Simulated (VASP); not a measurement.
Here is the system:

```
Cu3As
1.0
    3.68501     0.00000     0.00000
    0.00000     3.68501     0.00000
    0.00000     0.00000     3.68501
Cu As
3 1
Direct
  0.00000   0.50000   0.50000
  0.50000   0.00000   0.50000
  0.50000   0.50000   0.00000
  0.00000   0.00000   0.00000
```

Calculation: PBEsol GGA, VASP's PBE PAW potentials (set 64) (plane waves; VASP). Numerical set-up: 400 eV cut-off, 9×9×9 Γ-centred mesh, tetrahedra with Blöchl corrections, potentials Cu As.

The cores are frozen, which limits the accuracy of field gradients.

**Question.** Give the principal components of the electric field gradient (V/Å²) and the asymmetry η at each nucleus.

**Answer.** 
```csv
atom,Vxx,Vyy,Vzz,η
Cu1,4.4,4.4,-8.8,0.00
Cu2,4.4,4.4,-8.8,0.00
Cu3,4.4,4.4,-8.8,0.00
As4,0.0,0.0,0.0,-
```

The structure comes from a computed database's Cu3As entry (Pm-3m); how it stands against other phases isn't given here. It was relaxed first.
